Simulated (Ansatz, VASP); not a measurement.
# Cross-check of Si33Ge31 (random diamond-structure alloy of Si and Ge) between VASP and Ansatz

Aim: how closely do two programs agree when they are given the same cell, functional and k mesh? The structure shown is the start of the Ansatz relaxation below; VASP solves that cell, so the two are compared at the walk's first step.

Main program and level: Ansatz 0.2.0; plane waves, with VASP 6.6.1 beside it; single point at PBE.

## 1. The starting structure

The cell holds 64 atoms: 33 Si and 31 Ge. Its edges and angles: a = 11.082 Å, b = 11.082 Å, c = 11.082 Å, α = 90.0°, β = 90.0°, γ = 90.0°. It derives from Si (diamond-structure), repeated 2×2×2. As first built, before any earlier steps moved the atoms (in the runner's words): diamond-structure Si, 2 x 2 x 2 conventional cells, 31 of 64 Si sites given to Ge at random (x = 0.484), lattice by Vegard's rule (a = 5.541 A); minimised with a classical potential.

## 2. Ansatz: relaxation, PBE

Ansatz runs on its default PAW (the set named soft_2) files.

The two programs are compared at the cell with which this relaxation starts, whose forces are those of its first step.

File input.yaml:

```yaml
crystal:
  lattice:
    - [11.082, 0.0, 0.0]
    - [0.0, 11.082, 0.0]
    - [0.0, 0.0, 11.082]
  atoms:
    - { symbol: Si, position: [0.99986, 0.00077, 0.00114] }
    - { symbol: Si, position: [0.12467, 0.12414, 0.12452] }
    - { symbol: Si, position: [0.00099, 0.24667, 0.2473] }
    - { symbol: Ge, position: [0.12489, 0.3697, 0.37452] }
    - { symbol: Si, position: [0.2486, 0.00279, 0.25047] }
    - { symbol: Si, position: [0.37333, 0.12268, 0.3763] }
    - { symbol: Si, position: [0.24792, 0.25008, 0.00258] }
    - { symbol: Si, position: [0.37433, 0.37226, 0.12411] }
    - { symbol: Ge, position: [0.00275, 0.00123, 0.49943] }
    - { symbol: Si, position: [0.12609, 0.12637, 0.62441] }
    - { symbol: Ge, position: [0.9995, 0.24914, 0.75061] }
    - { symbol: Si, position: [0.12756, 0.37308, 0.87517] }
    - { symbol: Ge, position: [0.24863, 0.99862, 0.74895] }
    - { symbol: Ge, position: [0.37408, 0.12431, 0.87846] }
    - { symbol: Si, position: [0.25019, 0.24542, 0.49972] }
    - { symbol: Ge, position: [0.37199, 0.37383, 0.62461] }
    - { symbol: Ge, position: [0.00052, 0.49784, 0.99823] }
    - { symbol: Ge, position: [0.1261, 0.62714, 0.12278] }
    - { symbol: Ge, position: [0.99975, 0.75448, 0.24911] }
    - { symbol: Si, position: [0.12849, 0.87665, 0.37449] }
    - { symbol: Ge, position: [0.25137, 0.49834, 0.24883] }
    - { symbol: Ge, position: [0.3753, 0.62709, 0.37622] }
    - { symbol: Si, position: [0.24855, 0.75349, 0.99813] }
    - { symbol: Ge, position: [0.37345, 0.87782, 0.12353] }
    - { symbol: Ge, position: [0.99828, 0.49744, 0.50123] }
    - { symbol: Ge, position: [0.12773, 0.62565, 0.62536] }
    - { symbol: Ge, position: [0.00114, 0.75214, 0.75278] }
    - { symbol: Si, position: [0.12395, 0.87723, 0.87864] }
    - { symbol: Si, position: [0.24865, 0.49799, 0.7518] }
    - { symbol: Ge, position: [0.37269, 0.62604, 0.8751] }
    - { symbol: Si, position: [0.25059, 0.75373, 0.49964] }
    - { symbol: Si, position: [0.37564, 0.87598, 0.62169] }
    - { symbol: Si, position: [0.50168, 0.99856, 0.99869] }
    - { symbol: Ge, position: [0.62656, 0.12267, 0.12376] }
    - { symbol: Ge, position: [0.49902, 0.24935, 0.25185] }
    - { symbol: Si, position: [0.62739, 0.37468, 0.37471] }
    - { symbol: Si, position: [0.75006, 0.99739, 0.24962] }
    - { symbol: Ge, position: [0.87365, 0.1259, 0.37284] }
    - { symbol: Si, position: [0.7525, 0.24661, 0.99849] }
    - { symbol: Ge, position: [0.87372, 0.37204, 0.12583] }
    - { symbol: Si, position: [0.49845, 0.99898, 0.49754] }
    - { symbol: Ge, position: [0.6265, 0.12269, 0.62276] }
    - { symbol: Ge, position: [0.50019, 0.24898, 0.75026] }
    - { symbol: Ge, position: [0.62882, 0.3747, 0.87529] }
    - { symbol: Si, position: [0.75001, 0.00089, 0.75421] }
    - { symbol: Si, position: [0.87546, 0.12252, 0.87687] }
    - { symbol: Si, position: [0.75016, 0.2522, 0.49916] }
    - { symbol: Si, position: [0.87159, 0.37385, 0.62601] }
    - { symbol: Ge, position: [0.50087, 0.50025, 0.00313] }
    - { symbol: Si, position: [0.62837, 0.62595, 0.12562] }
    - { symbol: Ge, position: [0.50298, 0.75191, 0.24919] }
    - { symbol: Si, position: [0.62453, 0.87892, 0.37464] }
    - { symbol: Si, position: [0.74717, 0.49861, 0.24885] }
    - { symbol: Ge, position: [0.87251, 0.62424, 0.37303] }
    - { symbol: Si, position: [0.74832, 0.75261, 0.00196] }
    - { symbol: Si, position: [0.87337, 0.87787, 0.12287] }
    - { symbol: Ge, position: [0.5029, 0.49956, 0.50067] }
    - { symbol: Si, position: [0.6261, 0.6241, 0.62689] }
    - { symbol: Ge, position: [0.50167, 0.75259, 0.74878] }
    - { symbol: Si, position: [0.62669, 0.87664, 0.87673] }
    - { symbol: Si, position: [0.74993, 0.50009, 0.74725] }
    - { symbol: Ge, position: [0.87113, 0.6255, 0.87535] }
    - { symbol: Ge, position: [0.74636, 0.75136, 0.50028] }
    - { symbol: Ge, position: [0.87379, 0.87766, 0.627] }
kpoints:
  mp_grid: { grid: [1, 1, 1] }
hamiltonian:
  xc: pbe
scf:
  occupations: { method: fermi_dirac, width: 0.025 }
output:
  forces: true
relax:
  f_tol: 0.05
  max_steps: 150
  cell: {}
```

Command:

```
> ansatz run input.yaml --threads 4 --pin off --max-ram 8192MiB --backend cpu --events-out ev --progress --plain --runs-dir out
```

Numbers of over 12 decimals in the logs are rounded to 6 here.

What it wrote:

```text
Engine: ansatz 0.2.0, aarch64-unknown-linux-gnu
Pseudopotentials: kind: paw
Pseudopotential: Si, paw, valence charge 4, recommended cutoff 420 eV (normal), Si.paw.azcp
Pseudopotential: Ge, paw, valence charge 14, recommended cutoff 420 eV (normal), Ge.paw.azcp
Functional definition: PBE
  parameter kappa = 0.804
  parameter beta = 0.066725
  exchange = pbe_x(kappa = kappa, mu = beta*pi^2/3)
  correlation = pbe_c(beta = beta)
Crystal: 64 atoms, lattice volume = 1360.988 Å³
Basis set: ecut = 420 eV, 26745 PW (Γ), exchange–correlation on 150×150×150 points (8 copies of the dense FFT grid, shifted against one another)
Bands: 347, of which v1, the nominal top of the filled ones, is band 283 counted from 1 (282 counted from 0)
Symmetry: 1 space group operations
Space group: P1 (ITA 1), of the structure as read, at distance tolerance 1.1e-4 Å
k-points: 1
Non-local potential: Si, projectors of the file, l = 0: 2, l = 1: 2, l = 2: 2
Non-local potential: Ge, projectors of the file, l = 0: 2, l = 1: 2, l = 2: 3, l = 3: 1
PAW form: soft (Blöchl's): semilocal exchange-correlation on the pseudo side does not see the compensation charge
PAW one-centre angular grid: Si, 110 points (default); XC on 64 Gauss nodes
PAW one-centre angular grid: Ge, 590 points (default); XC on 64 Gauss nodes
Initial density: superposition of atomic densities (neutral atoms: chi_scale 0, normalization atom), corrected by the library's trained network
Initial wavefunctions: pseudopotential atomic-orbital guess
Functional: x = pbe(κ = 0.804, μ = 0.219515), c = pbe(β = 0.066725)
SCF iter   1: F=—  HF=-154117.124026 eV  |F-HF|=—  |Δ(HF+E_count)|=         —  Δρ=2.32e-3  dr2=1.25e-1  ethr=1.77e-3  ⟨swp⟩=6.0  Hψ=1227  notcnv=0  defer=29
preconditioner: auto → Resta (q_TF=auto, 2.357 Å⁻¹)  ε∞=5.0  [insulator: Δε(μ)=0.438 eV  Ē_g=8.077 eV  σ=0.025 eV  W_gap=1.00  n_scr=304 (ndim 8)  ℏωp=16.1 eV  f_vac=0.003  D(μ)=0.04/eV (n_scr^D=0)  ε∞_Penn≈5.0]
SCF iter   2: F=—  HF=-154117.091861 eV  |F-HF|=—  |Δ(HF+E_count)|=   3.22e-2  Δρ=1.34e-3  dr2=3.73e-2  ethr=2.21e-5  ⟨swp⟩=2.0  Hψ=699  notcnv=0  defer=42
SCF iter   3: F=—  HF=-154117.090467 eV  |F-HF|=—  |Δ(HF+E_count)|=   1.39e-3  Δρ=7.45e-4  dr2=8.63e-3  ethr=6.58e-6  ⟨swp⟩=2.0  Hψ=582  notcnv=0  defer=42
SCF iter   4: F=—  HF=-154117.085091 eV  |F-HF|=—  |Δ(HF+E_count)|=   5.38e-3  Δρ=2.01e-4  dr2=8.34e-4  ethr=1.53e-6  ⟨swp⟩=2.0  Hψ=582  notcnv=0  defer=42
SCF iter   5: F=—  HF=-154117.085638 eV  |F-HF|=—  |Δ(HF+E_count)|=   5.47e-4  Δρ=6.77e-5  dr2=6.49e-5  ethr=1.47e-7  ⟨swp⟩=2.0  Hψ=583  notcnv=0  defer=42
SCF iter   6: F=—  HF=-154117.085087 eV  |F-HF|=—  |Δ(HF+E_count)|=   5.51e-4  Δρ=1.40e-5  dr2=2.51e-6  ethr=1.15e-8  ⟨swp⟩=2.0  Hψ=428  notcnv=0  defer=42
SCF iter   7: F=—  HF=-154117.085091 eV  |F-HF|=—  |Δ(HF+E_count)|=   4.36e-6  Δρ=4.88e-6  dr2=2.79e-7  ethr=4.44e-10  ⟨swp⟩=2.0  Hψ=583  notcnv=0  defer=42
SCF iter   8: F=-154117.085091 eV  HF=-154117.085091 eV  |F-HF|=3.84e-8  |Δ(HF+E_count)|=   1.26e-7  Δρ=1.54e-6  dr2=3.32e-8  ethr=1.77e-11  ⟨swp⟩=4.0  Hψ=1044  notcnv=0
SCF 1 converged in 8 iterations: F = -154117.085091 eV  dr2 = 3.32e-8
  greatest PAW one-centre occupation: 0.998 electrons in one spin orbital (limit 2), on the Ge atom at site 42 (counted from 0), in its partial waves of l = 2
relax step   1: F+E_penalty+E_count = -154117.08509136 eV  Δ(F+E_penalty+E_count) = +0.000e0 eV  max|allowed force component| = 1.683e-1 eV/Å  Δτ_max = 0.0000 Å  P = +2.899 GPa  Ω = 1360.988 Å³  (8 SCF iters, dr2 threshold 1.00e-7 eV, accepted)
Crystal: 64 atoms, lattice volume = 1404.738 Å³
Basis set: ecut = 420 eV, 27529 PW (Γ), exchange–correlation on 150×150×150 points (8 copies of the dense FFT grid, shifted against one another)
Initial density: handed on by an earlier stage of this run
Initial wavefunctions: those handed on with the density
iter 1 solved again at ethr=1.09e-5 eV; its pass at ethr=3.10e-3 eV (dr2=6.15e-2 eV) is discarded
SCF iter   1: F=—  HF=-154117.527543 eV  |F-HF|=—  |Δ(HF+E_count)|=         —  Δρ=1.91e-3  dr2=6.22e-2  ethr=1.09e-5  ⟨swp⟩=5.0  Hψ=1538  notcnv=0  defer=10
preconditioner: auto → Resta (q_TF=auto, 2.345 Å⁻¹)  ε∞=5.0  [insulator: Δε(μ)=0.381 eV  Ē_g=7.933 eV  σ=0.025 eV  W_gap=1.00  n_scr=304 (ndim 8)  ℏωp=15.9 eV  f_vac=0.015  D(μ)=0.10/eV (n_scr^D=0)  ε∞_Penn≈5.0]
SCF iter   2: F=—  HF=-154117.521773 eV  |F-HF|=—  |Δ(HF+E_count)|=   5.77e-3  Δρ=1.17e-3  dr2=2.46e-2  ethr=1.09e-5  ⟨swp⟩=5.0  Hψ=372  notcnv=0  defer=2
SCF iter   3: F=—  HF=-154117.521741 eV  |F-HF|=—  |Δ(HF+E_count)|=   3.22e-5  Δρ=1.83e-4  dr2=8.33e-4  ethr=4.34e-6  ⟨swp⟩=2.0  Hψ=525  notcnv=0
SCF iter   4: F=—  HF=-154117.521793 eV  |F-HF|=—  |Δ(HF+E_count)|=   5.24e-5  Δρ=8.46e-5  dr2=1.38e-4  ethr=1.47e-7  ⟨swp⟩=2.0  Hψ=630  notcnv=0
SCF iter   5: F=—  HF=-154117.521980 eV  |F-HF|=—  |Δ(HF+E_count)|=   1.87e-4  Δρ=3.68e-5  dr2=1.77e-5  ethr=2.44e-8  ⟨swp⟩=2.0  Hψ=631  notcnv=0
[...]
atom  12  Si     0.00020622     0.00047173     0.00026466
  atom  13  Ge    -0.00030744     0.00052203    -0.00022754
  atom  14  Ge    -0.00090367    -0.00036508    -0.00024442
  atom  15  Si    -0.00044460     0.00118644     0.00057232
  atom  16  Ge    -0.00032950    -0.00008898     0.00033592
  atom  17  Ge     0.00076975     0.00020850    -0.00014904
  atom  18  Ge     0.00003406    -0.00026803    -0.00024703
  atom  19  Ge     0.00045833    -0.00060988    -0.00006621
  atom  20  Si     0.00039031     0.00049778     0.00013796
  atom  21  Ge    -0.00001896     0.00013094    -0.00010214
  atom  22  Ge    -0.00098512     0.00002740    -0.00008946
  atom  23  Si    -0.00062701     0.00061299     0.00066623
  atom  24  Ge     0.00019051    -0.00043258     0.00088729
  atom  25  Ge     0.00038451    -0.00021437    -0.00054080
  atom  26  Ge    -0.00024029    -0.00010164    -0.00007916
  atom  27  Ge     0.00076097    -0.00072657     0.00025184
  atom  28  Si     0.00070492    -0.00057412    -0.00052996
  atom  29  Si    -0.00034295     0.00020714    -0.00077130
  atom  30  Ge    -0.00116153    -0.00040321     0.00034320
  atom  31  Si    -0.00010046    -0.00023296     0.00024706
  atom  32  Si    -0.00042714    -0.00051977    -0.00024055
  atom  33  Si     0.00040884     0.00027279     0.00015416
  atom  34  Ge     0.00076985     0.00022617    -0.00043366
  atom  35  Ge     0.00068549    -0.00014993    -0.00029671
[...]
atom  57  Ge     0.00020875    -0.00005003    -0.00015974
  atom  58  Si     0.00097275     0.00019888    -0.00092149
  atom  59  Ge     0.00048656    -0.00006983    -0.00009197
  atom  60  Si     0.00047740     0.00005665    -0.00040290
  atom  61  Si     0.00018061     0.00023820    -0.00002547
  atom  62  Ge    -0.00054121     0.00008289     0.00006469
  atom  63  Ge    -0.00040355     0.00036364     0.00123209
  atom  64  Ge    -0.00025770    -0.00002449     0.00062756
  max |Σ_I F_I| component: 2.64e-7 eV/Å
--- Stress (GPa, compression-positive) ---
        0.007533       0.000385       0.000936
        0.000385       0.005854      -0.000248
        0.000936      -0.000248       0.005558
  P = ⅓ Tr σ = 0.0063 GPa (0.063 kbar)
--- Relaxed structure (4 steps of the walk, 4 accepted, 1 SCFs on fresh bases) ---
  F+E_penalty+E_count = -154117.53431387 eV   max|allowed force component| = 1.433e-3 eV/Å   (the final SCF, on the basis selected at the relaxed cell)
  cell:  # Å, volume = 1409.3571 Å³
    - [11.207116, -0.000272801, 0.00106417]
    - [-0.000272801, 11.213353, 0.0030924]
    - [0.00106417, 0.0030924, 11.214805]
  atoms:
    - { symbol: Si, position: [0.999286, 0.000747578, 0.0015213] }
    - { symbol: Si, position: [0.124022, 0.124559, 0.124936] }
    - { symbol: Si, position: [0.00074698, 0.246179, 0.247038] }
    - { symbol: Ge, position: [0.125035, 0.367826, 0.374307] }
    - { symbol: Si, position: [0.248379, 0.00289568, 0.250645] }
    - { symbol: Si, position: [0.372393, 0.122412, 0.376806] }
    - { symbol: Si, position: [0.247827, 0.250285, 0.00277179] }
    - { symbol: Si, position: [0.373913, 0.372025, 0.124292] }
    - { symbol: Ge, position: [0.00372635, 0.00159825, 0.499477] }
    - { symbol: Si, position: [0.126534, 0.126236, 0.624246] }
    - { symbol: Ge, position: [0.999395, 0.249271, 0.750060] }
    - { symbol: Si, position: [0.127692, 0.373022, 0.875043] }
    - { symbol: Ge, position: [0.248589, 0.998100, 0.748570] }
    - { symbol: Ge, position: [0.374071, 0.124076, 0.879378] }
    - { symbol: Si, position: [0.249995, 0.244627, 0.500321] }
    - { symbol: Ge, position: [0.371108, 0.373432, 0.624718] }
    - { symbol: Ge, position: [0.000827242, 0.497569, 0.997634] }
    - { symbol: Ge, position: [0.126651, 0.627868, 0.122007] }
    - { symbol: Ge, position: [1.000132, 0.755324, 0.249298] }
    - { symbol: Si, position: [0.129054, 0.877058, 0.374687] }
    - { symbol: Ge, position: [0.251715, 0.498021, 0.248614] }
    - { symbol: Ge, position: [0.375887, 0.627520, 0.376457] }
    - { symbol: Si, position: [0.248056, 0.754569, 0.997950] }
    - { symbol: Ge, position: [0.373346, 0.878258, 0.123010] }
    - { symbol: Ge, position: [0.998153, 0.496838, 0.501203] }
    - { symbol: Ge, position: [0.128489, 0.625919, 0.625544] }
    - { symbol: Ge, position: [0.00173816, 0.752508, 0.754064] }
    - { symbol: Si, position: [0.123831, 0.877533, 0.879267] }
    - { symbol: Si, position: [0.248345, 0.497518, 0.751788] }
    - { symbol: Ge, position: [0.371343, 0.626146, 0.875143] }
    - { symbol: Si, position: [0.251343, 0.754180, 0.499207] }
    - { symbol: Si, position: [0.376033, 0.875830, 0.620641] }
    - { symbol: Si, position: [0.501802, 0.998226, 0.998361] }
    - { symbol: Ge, position: [0.626731, 0.122037, 0.122964] }
    - { symbol: Ge, position: [0.498518, 0.249382, 0.252344] }
    - { symbol: Si, position: [0.627407, 0.375334, 0.374609] }
    - { symbol: Si, position: [0.749918, 0.997390, 0.249507] }
    - { symbol: Ge, position: [0.873545, 0.126218, 0.372237] }
    - { symbol: Si, position: [0.753115, 0.246329, 0.998512] }
    - { symbol: Ge, position: [0.873744, 0.371361, 0.126019] }
    - { symbol: Si, position: [0.498146, 0.998728, 0.496542] }
    - { symbol: Ge, position: [0.626650, 0.122438, 0.622279] }
    - { symbol: Ge, position: [0.500194, 0.248859, 0.750533] }
    - { symbol: Ge, position: [0.630128, 0.374551, 0.874987] }
    - { symbol: Si, position: [0.749940, 0.000895777, 0.755177] }
    - { symbol: Si, position: [0.875259, 0.122607, 0.877201] }
    - { symbol: Si, position: [0.750170, 0.252912, 0.498595] }
    - { symbol: Si, position: [0.871002, 0.374265, 0.625552] }
    - { symbol: Ge, position: [0.500893, 0.499984, 0.00364543] }
    - { symbol: Si, position: [0.628558, 0.625804, 0.125799] }
    - { symbol: Ge, position: [0.504008, 0.752318, 0.248907] }
    - { symbol: Si, position: [0.624489, 0.879210, 0.374205] }
    - { symbol: Si, position: [0.747028, 0.498503, 0.248452] }
    - { symbol: Ge, position: [0.871565, 0.624163, 0.372766] }
    - { symbol: Si, position: [0.748206, 0.752503, 0.0022663] }
    - { symbol: Si, position: [0.872966, 0.877780, 0.123440] }
    - { symbol: Ge, position: [0.503654, 0.499523, 0.501345] }
    - { symbol: Si, position: [0.626549, 0.623703, 0.627013] }
    - { symbol: Ge, position: [0.502108, 0.752490, 0.748159] }
    - { symbol: Si, position: [0.626464, 0.876605, 0.877198] }
    - { symbol: Si, position: [0.750030, 0.500232, 0.746487] }
    - { symbol: Ge, position: [0.870247, 0.625458, 0.875071] }
    - { symbol: Ge, position: [0.745417, 0.751956, 0.500904] }
    - { symbol: Ge, position: [0.873923, 0.878295, 0.628271] }
```

The column dr2 measures how far the density is from self-consistency, as an energy; F and HF (Harris–Foulkes) agree once it is small.

(Part 1 of 2 ends here.)

[Lines on the potential files, build, host, timing and source positions are cut from VASP's logs without a mark.]

[Logs are printed without paths, hosts, clocks, repeated set-up lines and the standing remarks that a program may print on its own settings, such as how far it seeks lower states.]

[Hosts, paths, dates, database ids (printed as entryN), source tags and the programs' standing remarks are cut or masked in the printed files.]
